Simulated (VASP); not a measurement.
OSZICAR of a VASP run on SnSe (space group Pnma):

**OSZICAR**
```
       N       E                     dE             d eps       ncg     rms          rms(c)
DAV:   1    -0.580604825645E+04   -0.58060E+04   -0.29076E+04   200   0.165E+03
DAV:   2    -0.647563954304E+04   -0.66959E+03   -0.65060E+03   192   0.490E+02
DAV:   3    -0.659351091889E+04   -0.11787E+03   -0.11218E+03   232   0.171E+02
DAV:   4    -0.660013225162E+04   -0.66213E+01   -0.65504E+01   232   0.413E+01
DAV:   5    -0.443491406109E+02    0.65558E+04   -0.33432E+01   240   0.528E+01    0.931E+00
DAV:   6    -0.437461681667E+02    0.60297E+00   -0.32255E+00   224   0.107E+01    0.635E+00
DAV:   7    -0.438329274785E+02   -0.86759E-01   -0.11555E+00   240   0.378E+00    0.434E+00
DAV:   8    -0.438478339274E+02   -0.14906E-01   -0.73331E-02   232   0.117E+00    0.256E+00
DAV:   9    -0.438303784477E+02    0.17455E-01   -0.17315E-02   256   0.655E-01    0.138E+00
DAV:  10    -0.438275944590E+02    0.27840E-02   -0.13057E-02   208   0.388E-01    0.684E-01
DAV:  11    -0.438275319589E+02    0.62500E-04   -0.18833E-03   224   0.176E-01    0.358E-01
DAV:  12    -0.438272826145E+02    0.24934E-03   -0.20075E-04   224   0.854E-02    0.203E-01
DAV:  13    -0.438271928622E+02    0.89752E-04   -0.14288E-04   248   0.541E-02    0.119E-01
DAV:  14    -0.438271872854E+02    0.55768E-05   -0.56937E-05   200   0.272E-02    0.697E-02
DAV:  15    -0.438271903051E+02   -0.30197E-05   -0.80947E-06   176   0.140E-02    0.404E-02
DAV:  16    -0.438271926027E+02   -0.22975E-05   -0.23506E-06   144   0.812E-03    0.237E-02
DAV:  17    -0.438271945667E+02   -0.19640E-05   -0.13414E-06   128   0.624E-03    0.141E-02
DAV:  18    -0.438271958909E+02   -0.13243E-05   -0.63469E-07   112   0.466E-03    0.873E-03
DAV:  19    -0.438271966830E+02   -0.79211E-06   -0.28894E-07   112   0.354E-03
   1 F= -.43827197E+02 E0= -.43827197E+02  d E =-.505209E-20
```

Which electronic solver shows in the log?

It is blocked Davidson (ALGO = Normal, or the opening steps of other solvers). The INCAR had ALGO = Normal.

Can the final energy be trusted as converged?

The run converged. It stopped with EDIFF = 1E-6, NELM = 100 (PBE0 hybrid, plane waves, VASP's PBE PAW potentials (set 64)).

The structure comes from a computed database's SnSe entry; how it stands against other phases isn't given here. The cell was not relaxed at this level. The k-mesh is coarse (spacing up to 0.69 per Å, 2π included), so the numbers may not be converged in it. The run is one of a series of settings (KPOINTS 1×3×2 Γ-centred mesh shifted by (0.5, 0.5, 0.5) against the base run), some of them coarse on purpose.
